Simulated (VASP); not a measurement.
All values below come from PBE GGA, VASP's PBE PAW potentials (set 64) (plane waves; VASP). Each cell was relaxed at this level, without spin-orbit coupling.

Problem. Which of these comes out without a gap?
A) KBr, Fm-3m (225)
B) KF, Fm-3m (225)
C) Au, Fm-3m (225)
D) LiF, Fm-3m (225)

Solution. C, Au, Fm-3m (225). The others have gaps of 4.31 eV (KBr, Fm-3m (225)), 5.95 eV (KF, Fm-3m (225)), 8.91 eV (LiF, Fm-3m (225)).
